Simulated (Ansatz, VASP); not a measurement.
# Cross-check of BeSi between VASP and Ansatz, part 2 of 2

Wanted: the spread between two codes on one cell, functional and k mesh. The cell is generated by rule, not measured, and may not be a known phase. The cell is taken from a series of runs on this material, whose earlier steps may have relaxed, scaled, displaced or heated it; both programs get it as it stands.

VASP 6.6.1 and Ansatz 0.2.0.

So far: Set-up; VASP: zone-centre phonons, LDA.

The structure was built from a prototype and need not be the compound's stable phase.

## Step 3: Ansatz: zone-centre phonons, LDA

Level of this step: Ansatz beside VASP: Kohn-Sham DFT, plane waves, LDA (Ansatz).

Ansatz runs on norm-conserving files, of PseudoDojo where its log says so.

The same cell, functional (in two slightly different forms), mesh and smearing now go to Ansatz, which takes its cutoff from its data sets.

Contents of input.yaml:

```yaml
crystal:
  lattice:
    - [2.7971517113, 0.0, 0.0]
    - [0.0, 2.7971517113, 0.0]
    - [0.0, 0.0, 2.7971517113]
  atoms:
    - { symbol: Be, position: [0.0, 0.0, 0.0] }
    - { symbol: Si, position: [0.5, 0.5, 0.5] }
kpoints:
  mp_grid: { grid: [12, 12, 12] }
hamiltonian:
  xc: lda
  pseudopotentials: { kind: nc, accuracy: standard }
scf:
  occupations: { method: gaussian, width: 0.27211 }
output:
  eigenvalues: true
phonons:
  method: dfpt
  qmesh: [4, 4, 4]
  temperatures: { t_max: 1000, t_step: 50 }
  qpath:
    path:
      - [[0.0, 0.0, 0.0], [0.0, 0.5, 0.0], [0.5, 0.5, 0.0], [0.0, 0.0, 0.0], [0.5, 0.5, 0.5], [0.0, 0.5, 0.0]]
      - [[0.5, 0.5, 0.5], [0.5, 0.5, 0.0]]
    npoints: 12
```

Run with:

```sh
$ ansatz run input.yaml --threads 4 --pin off --max-ram 8192MiB --backend cpu --events-out ev --progress --plain --runs-dir out
```

The log of the run:

```text
Engine: ansatz 0.2.0, x86_64-unknown-linux-gnu
Pseudopotentials: kind: nc
Pseudopotential: Be, nc, valence charge 4, recommended cutoff 1197.300995 eV (normal), Be.nc.azcp (PseudoDojo's, or run here from an input of PseudoDojo's; its table is named by hamiltonian.pseudopotentials.accuracy)
Pseudopotential: Si, nc, valence charge 4, recommended cutoff 435.38218 eV (normal), Si.nc.azcp (PseudoDojo's, or run here from an input of PseudoDojo's; its table is named by hamiltonian.pseudopotentials.accuracy)
Functional definition: SPW92
  exchange = slater_x
  correlation = pw_c
Crystal: 2 atoms, lattice volume = 21.885 Å³
Basis set: ecut = 1197.300995 eV, 2103 PW (Γ), exchange–correlation on 64×64×64 points (8 copies of the dense FFT grid, shifted against one another)
Bands: 8, of which v1, the nominal top of the filled ones, is band 4 counted from 1 (3 counted from 0)
Symmetry: 48 space group operations
k-points: 84 of 1728
Non-local potential: Be, projectors of the file, l = 0: 2, l = 1: 2
Non-local potential: Si, projectors of the file, l = 0: 2, l = 1: 2, l = 2: 2
Initial density: superposition of atomic densities (chi_scale 0.1, normalization cell, long waves kept (reshape's long-wave potential 0.00 eV rms))
Initial wavefunctions: pseudopotential atomic-orbital guess
Functional: x = slater, c = lda
SCF iter   1: F=—  HF=-491.420134 eV  |F-HF|=—  |Δ(HF+E_count)|=         —  Δρ=2.91e-2  dr2=1.86e-1  ethr=3.10e-3  ⟨swp⟩=5.1  Hψ=12031  notcnv=0  defer=22
automatic band count: the SCF goes on with 12 bands, as 8 were too few: the levels above may hold too much charge
preconditioner: auto → none  [metal: Δε(μ)=0.030 eV  Ē_g=15.585 eV  σ=0.272 eV  W_gap=0.06  n_scr=6 (ndim 8)  ℏωp=19.4 eV  f_vac=0.000  D(μ)=0.74/eV (n_scr^D=6)  sad-step TF]
SCF iter   2: F=—  HF=-491.367721 eV  |F-HF|=—  |Δ(HF+E_count)|=   5.24e-2  Δρ=1.66e-2  dr2=6.30e-2  ethr=2.33e-3  ⟨swp⟩=1.0  Hψ=1680  notcnv=0  defer=29
SCF iter   3: F=—  HF=-491.340785 eV  |F-HF|=—  |Δ(HF+E_count)|=   2.69e-2  Δρ=9.45e-4  dr2=8.15e-5  ethr=7.87e-4  ⟨swp⟩=2.0  Hψ=1029  notcnv=0  defer=29
SCF iter   4: F=—  HF=-491.340771 eV  |F-HF|=—  |Δ(HF+E_count)|=   1.36e-5  Δρ=7.08e-5  dr2=1.57e-6  ethr=1.02e-6  ⟨swp⟩=1.8  Hψ=1019  notcnv=0  defer=38
SCF iter   5: F=—  HF=-491.340768 eV  |F-HF|=—  |Δ(HF+E_count)|=   3.12e-6  Δρ=4.57e-6  dr2=1.39e-9  ethr=1.96e-8  ⟨swp⟩=2.2  Hψ=1035  notcnv=0  defer=38
SCF iter   6: F=—  HF=-491.340766 eV  |F-HF|=—  |Δ(HF+E_count)|=   1.54e-6  Δρ=2.89e-7  dr2=7.29e-12  ethr=1.00e-12  ⟨swp⟩=10.0  Hψ=6233  notcnv=0
SCF iter   7: F=-491.340766 eV  HF=-491.340766 eV  |F-HF|=0.00e0  |Δ(HF+E_count)|=  5.68e-14  Δρ=1.36e-8  dr2=3.77e-14  ethr=1.00e-12  ⟨swp⟩=3.7  Hψ=2865  notcnv=0
SCF 1 converged in 7 iterations: F = -491.340766 eV  dr2 = 3.77e-14
Initial density: read from a saved state, or passed on in memory by an earlier SCF of this step, an earlier step, the calling program or the single point that the run made first
iter 1 solved again at ethr=4.96e-8 eV; its pass at ethr=3.10e-3 eV (dr2=3.97e-6 eV) is discarded
SCF iter   1: F=—  HF=-491.340768 eV  |F-HF|=—  |Δ(HF+E_count)|=         —  Δρ=1.34e-7  dr2=9.00e-13  ethr=4.96e-8  ⟨swp⟩=2.8  Hψ=7243  notcnv=0
eigensolver tolerance schedule: the retry pair's looser diagonalisation over-reported the residual by 4410525.90 of it (diagonalisation noise at an unbounded share of the residual, at the tolerance the schedule requests for it); recorded, not acted on — ethr = c·dr2/N_el stays at c = 1.0e-1
preconditioner: auto → none  [metal: Δε(μ)=0.018 eV  Ē_g=10.984 eV  σ=0.272 eV  W_gap=0.04  n_scr=6 (ndim 8)  ℏωp=19.4 eV  f_vac=0.000  D(μ)=0.70/eV (n_scr^D=6)]
SCF iter   2: F=—  HF=-491.340766 eV  |F-HF|=—  |Δ(HF+E_count)|=   1.60e-6  Δρ=7.16e-8  dr2=2.79e-13  ethr=1.00e-12  ⟨swp⟩=5.6  Hψ=3027  notcnv=0
SCF iter   3: F=-491.340766 eV  HF=-491.340766 eV  |F-HF|=0.00e0  |Δ(HF+E_count)|=  5.68e-14  Δρ=4.71e-8  dr2=1.22e-13  ethr=1.00e-12  ⟨swp⟩=1.0  Hψ=1683  notcnv=0
SCF 2 converged in 3 iterations: F = -491.340766 eV  dr2 = 1.22e-13
phonons: the bands overlap, so this run is a metal and interpolates without the dipole-dipole term. If the crystal is really an insulator or semiconductor, its LO-TO splitting is missing
NSCF: frozen V_eff on 84 k-points
WARN: eigensolver did not converge in 2 slots of this pass, the one above among them; of largest residual over every band (k=81): 1 band(s) unlocked (lowest unlocked band 11, counted from 0; max residual 7.39e-6 eV among the unlocked bands, 7.39e-6 eV over every band); of lowest unlocked band (k=6): band 11
NSCF: frozen V_eff on 196 k-points
DFPT response loops at q = (0, 0, 0) (fractional): preconditioner auto → Kerker (q_TF=auto, 2.307 Å⁻¹) (partly filled bands, converged f_vac=0.000); β = 1.00, the filter's whole step (`scf.mixing.beta` (0.50) is not read by the response loops under this deck's `scf.mixing.preconditioner`; to damp them name `kerker` or `kerker_dos`, under which they read `scf.mixing.beta`, and type it under 1.00, their step now; both keys bind the ground state too); Broyden in place of MSR1
NSCF: frozen V_eff on 1176 k-points
DFPT response loops at q = (0, 0, 0.25) (fractional): mixed as the last ones told, above
NSCF: frozen V_eff on 686 k-points
DFPT response loops at q = (0, 0, -0.5) (fractional): mixed as the last ones told, above
NSCF: frozen V_eff on 2016 k-points
DFPT response loops at q = (0, 0.25, 0.25) (fractional): mixed as the last ones told, above
NSCF: frozen V_eff on 1176 k-points
DFPT response loops at q = (0, 0.25, -0.5) (fractional): mixed as the last ones told, above
NSCF: frozen V_eff on 686 k-points
DFPT response loops at q = (0, -0.5, -0.5) (fractional): mixed as the last ones told, above
NSCF: frozen V_eff on 1872 k-points
DFPT response loops at q = (0.25, 0.25, 0.25) (fractional): mixed as the last ones told, above
NSCF: frozen V_eff on 2016 k-points
DFPT response loops at q = (0.25, 0.25, -0.5) (fractional): mixed as the last ones told, above
NSCF: frozen V_eff on 1176 k-points
DFPT response loops at q = (0.25, -0.5, -0.5) (fractional): mixed as the last ones told, above
NSCF: frozen V_eff on 392 k-points
DFPT response loops at q = (-0.5, -0.5, -0.5) (fractional): mixed as the last ones told, above
SCF converged after 7 iterations
Free energy (F): -491.340766 eV
Harris-Foulkes:  -491.340766 eV  (|F-HF|=0.00e0)
Internal energy: -491.314787 eV  (E = F + TS)
E sigma→0 (E₀):  -491.327777 eV
Entropy (-TS):   -0.025979 eV (-12.989 meV/atom)
Fermi energy:    10.350318 eV
--- Per-component energies (eV) ---
  E_band       = -149.564188
  E_kinetic    = 278.927240
  E_local      = -219.073625  (includes V_loc(G=0)·N_el)
  E_nonlocal   = -208.761855
  E_hartree    = 64.033106
  E_xc         = -106.685178
  E_vxc        = -128.722159  (∫ρ·V_xc dr)
  E_ewald      = -299.754475
  E_smearing   = -0.025979  (= −TS)
  E_closure    = 0.000000  (closes the sum)
  Σ components = -491.340766   (vs F -491.340766, Δ=0.00e0)
--- Band table (eV; the first three rows and the last of 84) ---
  k-point 0: bands = [-88.9019, -3.5444, 11.7529, 11.7529, 11.7529, 14.8660, 14.8660, 19.0127, ... 4 higher]
  k-point 1: bands = [-88.9018, -3.4282, 10.3885, 11.8706, 11.8706, 14.9862, 16.1739, 19.2906, ... 4 higher]
  k-point 2: bands = [-88.9018, -3.0815, 8.2538, 12.2234, 12.2234, 15.3425, 17.6788, 20.5291, ... 4 higher]
  k-point 83: bands = [-88.9005, 8.4742, 8.4742, 8.4742, 9.0159, 9.0159, 9.0159, 9.0371, ... 4 higher]
--- Phonons (Γ-DFPT): 2 representative perturbations + reference (Σ response iterations 5) ---
  ASR residual: 1.079e-5 → 0.000e0 eV/Å²; symmetrization residual: 4.077e-7 eV/Å²
  ASR residual per site (eV/Å²): 7.79e-6 1.08e-5
  Γ frequencies (cm⁻¹): 0.00 0.00 0.00 307.01 307.01 307.01
--- Phonons (arbitrary-q DFPT): 10 irreducible q on the 4×4×4 mesh ---
  q = [0.0000, 0.0000, 0.0000] (star 1, of the zone-centre solve; hermiticity 3.45e-7, symmetrization 2.25e-14): 0.00 0.00 0.00 307.01 307.01 307.01
  q = [0.0000, 0.0000, 0.2500] (star 6, 4 solved perturbations in 1848 linear systems a pass and spin channel, the states on 588 of 1728 k-point pairs; hermiticity 4.83e-8, symmetrization 2.09e-13, the responses' own estimated error 2.4e-5 eV/Å²): 72.47 72.47 104.18 329.40 329.40 340.19
  q = [0.0000, 0.0000, -0.5000] (star 3, 4 solved perturbations in 1078 linear systems a pass and spin channel, the states on 343 of 1728 k-point pairs; hermiticity 1.63e-7, symmetrization 8.16e-8, the responses' own estimated error 2.3e-5 eV/Å²): 181.90 181.90 261.56 302.60 316.31 316.31
  q = [0.0000, 0.2500, 0.2500] (star 12, 4 solved perturbations in 3108 linear systems a pass and spin channel, the states on 1008 of 1728 k-point pairs; hermiticity 4.54e-8, symmetrization 8.58e-15, the responses' own estimated error 2.5e-5 eV/Å²): -185.79 111.07 227.60 300.82 312.94 344.24
  q = [0.0000, 0.2500, -0.5000] (star 12, 6 solved perturbations on 588 of 1728 k-point pairs; hermiticity 4.46e-8, symmetrization 2.96e-9, the responses' own estimated error 2.4e-5 eV/Å²): -175.09 -113.00 174.59 291.67 352.57 353.86
  q = [0.0000, -0.5000, -0.5000] (star 3, 4 solved perturbations in 1078 linear systems a pass and spin channel, the states on 343 of 1728 k-point pairs; hermiticity 5.92e-8, symmetrization 3.47e-12, the responses' own estimated error 2.6e-5 eV/Å²): -207.73 -207.73 190.55 284.25 379.13 379.13
  q = [0.2500, 0.2500, 0.2500] (star 8, 2 solved perturbations on 936 of 1728 k-point pairs; hermiticity 3.53e-8, symmetrization 1.19e-14, the responses' own estimated error 2.4e-5 eV/Å²): -110.72 -110.72 169.94 319.15 339.23 339.23
  q = [0.2500, 0.2500, -0.5000] (star 12, 4 solved perturbations in 3108 linear systems a pass and spin channel, the states on 1008 of 1728 k-point pairs; hermiticity 5.75e-8, symmetrization 1.73e-8, the responses' own estimated error 2.4e-5 eV/Å²): -176.86 -91.33 160.82 277.70 341.82 350.64
  q = [0.2500, -0.5000, -0.5000] (star 6, 4 solved perturbations in 1848 linear systems a pass and spin channel, the states on 588 of 1728 k-point pairs; hermiticity 9.71e-8, symmetrization 1.90e-9, the responses' own estimated error 2.4e-5 eV/Å²): -150.60 -150.60 159.85 254.49 332.74 332.74
  q = [-0.5000, -0.5000, -0.5000] (star 1, 2 solved perturbations on 196 of 1728 k-point pairs; hermiticity 6.38e-11, symmetrization 3.19e-11, the responses' own estimated error 2.2e-5 eV/Å²): 175.83 175.83 175.83 216.45 216.45 216.45
  sum rule: each row above includes the acoustic sum rule's correction from the zone centre's row sums; it moved no ω² by more than (0.48 cm⁻¹)²
  mesh force constants: q→R imaginary residual 5.75e-18; ASR residual 1.079e-5 → 0.000e0 eV/Å²; symmetrization residual 3.109e-15 eV/Å²
  interpolated dispersion: 74 rows × 6 modes
  density of states and harmonic sums: on the 24×24×24 q-mesh, interpolated from the force constants of a 4×4×4 supercell (no non-analytic term)
  largest difference from the sums on the solved wave vectors: F 3.47e-2 eV, S 4.52e-5 and C_V 1.18e-5 eV/K
  zero-point energy: 0.074528 eV/cell   skipped modes (ω ≤ 0): 626, of them read as no rigid motion or as one in doubt: 623 (1.393e0 modes/cell left out, lowest -226.56 cm⁻¹)   left out of the sums: 2.32e-1 of the cell's modes: C_V's classical limit lies that fraction below 3 k_B per atom; for a crystal, a wire or a layer, F and S can be off by more, and a phonons.interpolated_qmesh denser along its periods is the remedy for the sampling
```

## Step 4: Comparison

Known differences besides the potentials themselves: the two LDA forms differ slightly; VASP's run holds the zone centre alone; the data sets hold 8 valence electrons in Ansatz (on norm-conserving files, of PseudoDojo where its log says so) and 6 in VASP; the cutoff is 1197.3 eV in Ansatz and 600 eV in VASP; VASP's log shows a relativistic correction to its local exchange, Ansatz's none. Total energies have different zeros and are not compared.

The two programs side by side:

| quantity | Ansatz | VASP | difference |
| --- | --- | --- | --- |
| optical mode 1 to 3 (cm⁻¹) | 307.0 | 309.4 | -0.79 % |

Modes are paired by rising frequency, not by their patterns, so a pair may set unlike modes beside each other; they are those without the splitting of longitudinal modes.

## Step 5: What came out

* r.m.s. difference of the optical zone-centre modes, each program's sorted by frequency (zone-centre phonons, LDA): 2.4 cm⁻¹
* difference in optical mode 1 to 3 (zone-centre phonons, LDA): -0.8 %

**Reading.** The r.m.s. difference of the optical zone-centre modes, each program's sorted by frequency is 2.4 cm⁻¹ (zone-centre phonons, LDA). The data sets hold unlike numbers of valence electrons (8 in Ansatz and 6 in VASP), so part of the differences comes from the potentials. Among the rows given in per cent, the largest difference of the zone-centre phonons, LDA pair is in optical mode 1 to 3, -0.8 %. How closely two codes agree says nothing of how well the functional describes the real material.

[Lines on the potential files, build, host, timing and source positions are cut from VASP's logs without a mark.]

[Logs are printed without paths, hosts, clocks, repeated set-up lines and the standing remarks that a program may print on its own settings, such as how far it seeks lower states.]

[Hosts, paths, dates, database ids (printed as entryN), source tags and the programs' standing remarks are cut or masked in the printed files.]
